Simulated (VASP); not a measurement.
A VASP calculation is set up with these files.

### POSCAR
```
BaTiO3
1
    3.9837729775    -0.0000000000     0.0000000000
    0.0000000000     3.9837729775    -0.0000000000
    0.0000000000    -0.0000000000     3.9837729775
Ba Ti O
1 1 3
Direct
  0.0000000000   0.0000000000   0.0000000000
  0.5000000000   0.5000000000   0.5000000000
  0.5000000000   0.0000000000   0.5000000000
  0.0000000000   0.5000000000   0.5000000000
  0.5000000000   0.5000000000   0.0000000000
```

**INCAR**
```
SYSTEM = BaTiO3
PREC = Accurate; ENCUT = 520; LREAL = .FALSE.
LASPH = .TRUE.
EDIFF = 1E-6; NELM = 100; ALGO = Normal
LMAXMIX = 4
ISMEAR = 0; SIGMA = 0.05
GGA = CX; LUSE_VDW = .TRUE.; AGGAC = 0.0
IBRION = 2; NSW = 60; ISIF = 3
EDIFFG = -0.02
LWAVE = .FALSE.; LCHARG = .FALSE.
```

### KPOINTS
```
Automatic mesh
0
Gamma
5 5 5
0 0 0
```

POTCAR, in this order: Ba_sv Ti_sv O (PBE.64 set). Program: vasp_std.

**Question.** Write an equivalent input for Quantum ESPRESSO's pw.x.

**Answer.** One equivalent input (not run):
```
&CONTROL
  calculation = 'vc-relax'
  pseudo_dir = './pseudo'
  outdir = './out'
  tprnfor = .true.
  tstress = .true.
  nstep = 60
  forc_conv_thr = 0.00078
/
&SYSTEM
  ibrav = 0
  nat = 5
  ntyp = 3
  ecutwfc = 84
  occupations = 'smearing'
  smearing = 'gaussian'
  degauss = 0.003675
  input_dft = 'vdw-df-cx'
/
&ELECTRONS
  conv_thr = 7.3e-08
  electron_maxstep = 100
/
&IONS
/
&CELL
/
ATOMIC_SPECIES
  Ba 137.327 Ba.upf
  Ti 47.867 Ti.upf
  O 15.999 O.upf
CELL_PARAMETERS angstrom
     3.9837730   -0.0000000    0.0000000
     0.0000000    3.9837730   -0.0000000
     0.0000000   -0.0000000    3.9837730
ATOMIC_POSITIONS crystal
  Ba   0.0000000  0.0000000  0.0000000
  Ti   0.5000000  0.5000000  0.5000000
  O    0.5000000  0.0000000  0.5000000
  O    0.0000000  0.5000000  0.5000000
  O    0.5000000  0.5000000  0.0000000
K_POINTS automatic
  5 5 5 0 0 0
```
What does not carry over: the potentials are each code's own (VASP's PAW set, PseudoDojo norm-conserving files in pw.x), so ENCUT and ecutwfc are chosen apart and not converted; conv_thr bounds pw.x's estimated SCF error, while EDIFF bounds the energy change between steps; forc_conv_thr acts on force components and is met together with etot_conv_thr.

The compound is BaTiO3 in the cubic perovskite structure, the ideal cubic form; the compound distorts at low or room temperature. This run relaxes it. Symmetry was kept, so distortions that lower it aren't found.
